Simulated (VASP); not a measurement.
These are LDA (Ceperley-Alder, Perdew-Zunger), VASP's LDA PAW potentials (set 64) (plane waves; VASP) values and carry that method's errors.

Input for VASP

POSCAR:
```
GaN
1
    0.0000000000     2.1701480409     2.1701480409
    2.1701480409     0.0000000000     2.1701480409
    2.1701480409     2.1701480409     0.0000000000
Ga N
1 1
Direct
  0.0000000000   0.0000000000   0.0000000000
  0.2500000000   0.2500000000   0.2500000000
```

File KPOINTS:
```
Automatic mesh
0
G
  10 10 10
```

INCAR:
```
SYSTEM = GaN
PREC = Accurate
ENCUT = 620
EDIFF = 1E-6
NELM = 100
ALGO = Normal
LREAL = .FALSE.
LASPH = .TRUE.
ISMEAR = 0
SIGMA = 0.05
LMAXMIX = 4
LWAVE = .FALSE.
LCHARG = .FALSE.
IBRION = 2
ISIF = 3
NSW = 40
EDIFFG = -0.02
PSTRESS = 300
```

POTCAR, in this order: Ga_d N (LDA.64 set). Program: vasp_std.

Output

OSZICAR:
```
       N       E                     dE             d eps       ncg     rms          rms(c)
DAV:   1     0.939003605982E+02    0.93900E+02   -0.10964E+04  1352   0.283E+03
DAV:   2    -0.876889436531E+01   -0.10267E+03   -0.95834E+02  1375   0.404E+02
DAV:   3    -0.159940722592E+02   -0.72252E+01   -0.71837E+01  1412   0.919E+01
DAV:   4    -0.160913781506E+02   -0.97306E-01   -0.97232E-01  1391   0.113E+01
DAV:   5    -0.160928208364E+02   -0.14427E-02   -0.14425E-02  1375   0.131E+00    0.796E+00
DAV:   6    -0.138885049794E+02    0.22043E+01   -0.59524E+00  1785   0.546E+01    0.266E+00
DAV:   7    -0.138678175715E+02    0.20687E-01   -0.36897E-01  1237   0.735E+00    0.173E+00
DAV:   8    -0.138421567803E+02    0.25661E-01   -0.66530E-02  1552   0.410E+00    0.609E-01
DAV:   9    -0.138387340444E+02    0.34227E-02   -0.18707E-02  1797   0.370E+00    0.151E-01
DAV:  10    -0.138386192929E+02    0.11475E-03   -0.19948E-03  1583   0.805E-01    0.280E-02
DAV:  11    -0.138386025690E+02    0.16724E-04   -0.15660E-04  1832   0.224E-01    0.147E-02
DAV:  12    -0.138386034413E+02   -0.87226E-06   -0.96936E-06  1292   0.525E-02
   1 F= -.10011160E+02 E0= -.10011160E+02  d E =-.100112E+02
       N       E                     dE             d eps       ncg     rms          rms(c)
DAV:   1    -0.148253888245E+02   -0.98679E+00   -0.16044E+01  1447   0.117E+02    0.732E+00
DAV:   2    -0.137199697036E+02    0.11054E+01   -0.19454E+00  1502   0.615E+01    0.309E+00
DAV:   3    -0.134771786166E+02    0.24279E+00   -0.19010E-01  1570   0.163E+01    0.898E-01
DAV:   4    -0.134419824064E+02    0.35196E-01   -0.30631E-02  1579   0.313E+00    0.175E-01
DAV:   5    -0.134403710362E+02    0.16114E-02   -0.28124E-03  1440   0.741E-01    0.253E-02
DAV:   6    -0.134403407125E+02    0.30324E-04   -0.54721E-05  1476   0.114E-01    0.873E-03
DAV:   7    -0.134403386997E+02    0.20128E-05   -0.49652E-06  1347   0.434E-02    0.205E-03
DAV:   8    -0.134403386110E+02    0.88751E-07   -0.35357E-07   646   0.248E-02
   2 F= -.99542177E+01 E0= -.99542177E+01  d E =0.569426E-01
       N       E                     dE             d eps       ncg     rms          rms(c)
DAV:   1    -0.143029925702E+02   -0.86265E+00   -0.76512E+00  1392   0.911E+01    0.448E+00
DAV:   2    -0.138712955287E+02    0.43170E+00   -0.66147E-01  1462   0.296E+01    0.209E+00
DAV:   3    -0.137521581405E+02    0.11914E+00   -0.14291E-01  1427   0.161E+01    0.413E-01
DAV:   4    -0.137398036031E+02    0.12355E-01   -0.26636E-02  1575   0.292E+00    0.106E-01
DAV:   5    -0.137396997152E+02    0.10389E-03   -0.11033E-03  1514   0.890E-01    0.455E-02
DAV:   6    -0.137396948286E+02    0.48866E-05   -0.95499E-05  1482   0.203E-01    0.608E-03
DAV:   7    -0.137396937496E+02    0.10790E-05   -0.76155E-06  1458   0.107E-01    0.363E-03
DAV:   8    -0.137396934041E+02    0.34552E-06   -0.50594E-07   641   0.219E-02
   3 F= -.10031661E+02 E0= -.10031661E+02  d E =-.205003E-01
```

**OUTCAR**
```
------------------------ aborting loop because EDIFF is reached ----------------------------------------
  FORCE on cell =-STRESS in cart. coord.  units (eV):
  Direction    XX          YY          ZZ          XY          YZ          ZX
  --------------------------------------------------------------------------------------
  Total        3.6817972      3.6817972      3.6817972      0.0000000      0.0000000      0.0000000
  in kB      297.8773965    297.8773965    297.8773965      0.0000000      0.0000000      0.0000000
  external PRESSURE =      -2.1226035 kB  Pullay stress =     300.0000000 kB
  volume of cell :       19.80
      direct lattice vectors                 reciprocal lattice vectors
     0.000000000  2.147340756  2.147340756    -0.232846137  0.232846137  0.232846137
     2.147340756  0.000000000  2.147340756     0.232846137 -0.232846137  0.232846137
     2.147340756  2.147340756  0.000000000     0.232846137  0.232846137 -0.232846137
  FREE ENERGIE OF THE ION-ELECTRON SYSTEM (eV)
  ---------------------------------------------------
  free  energy   TOTEN  =       -13.7396934041 eV

  energy  without entropy=      -13.7396934041  energy(sigma->0) =      -13.73969340
  enthalpy is  TOTEN    =       -10.0316605873 eV   P V=        3.7080328167

 reached required accuracy - stopping structural energy minimisation
```
(Selected blocks of OUTCAR.)

File CONTCAR:
```
GaN
   1.00000000000000
     0.0000000000000000    2.1473407562239766    2.1473407562239766
     2.1473407562239766    0.0000000000000000    2.1473407562239766
     2.1473407562239766    2.1473407562239766    0.0000000000000000
  Ga              N
     1     1
Direct
     0.0000000000000000    0.0000000000000000    0.0000000000000000
     0.2500000000000000    0.2500000000000000    0.2500000000000000
```

File OUTCAR:
```
 val. band max:        6.7651235134   @ k =   0.0000   0.0000   0.0000

 cond. band min:       9.4492470327   @ k =   0.0000   0.0000   0.0000


 Fermi energy:         7.0393985567

 k-point     1 :       0.0000    0.0000    0.0000
  band No.  band energies     occupation
      1     -10.4058      2.00000
      2      -7.0255      2.00000
      3      -7.0255      2.00000
      4      -7.0255      2.00000
      5      -6.5312      2.00000
      6      -6.5312      2.00000
      7       6.7651      2.00000
      8       6.7651      2.00000
      9       6.7651      2.00000
     10       9.4492      0.00000
     11      17.7855      0.00000
     12      17.7855      0.00000
     13      17.7855      0.00000

 k-point     2 :       0.1000    0.0000    0.0000
  band No.  band energies     occupation
      1     -10.2609      2.00000
      2      -7.0051      2.00000
      3      -7.0051      2.00000
      4      -6.9959      2.00000
      5      -6.5336      2.00000
      6      -6.5336      2.00000
      7       5.7070      2.00000
      8       6.6348      2.00000
      9       6.6348      2.00000
     10      10.1927      0.00000
     11      17.2835      0.00000
     12      17.9811      0.00000
     13      17.9811      0.00000

 k-point     3 :       0.2000    0.0000    0.0000
  band No.  band energies     occupation
      1      -9.8800      2.00000
      2      -6.9576      2.00000
      3      -6.9576      2.00000
      4      -6.8532      2.00000
      5      -6.5328      2.00000
      6      -6.5328      2.00000
      7       3.7071      2.00000
      8       6.3154      2.00000
      9       6.3154      2.00000
     10      11.2677      0.00000
     11      16.4753      0.00000
     12      18.2745      0.00000
     13      18.2745      0.00000

 k-point     4 :       0.3000    0.0000    0.0000
  band No.  band energies     occupation
      1      -9.4365      2.00000
      2      -6.9154      2.00000
      3      -6.9154      2.00000
...
```

Energy and stress use the plane-wave basis of the starting cell.

The compound is GaN in the zinc blende structure, a metastable form; wurtzite is the usual one. This run relaxes it under an external pressure of 30 GPa. Symmetry was kept, so distortions that lower it aren't found.
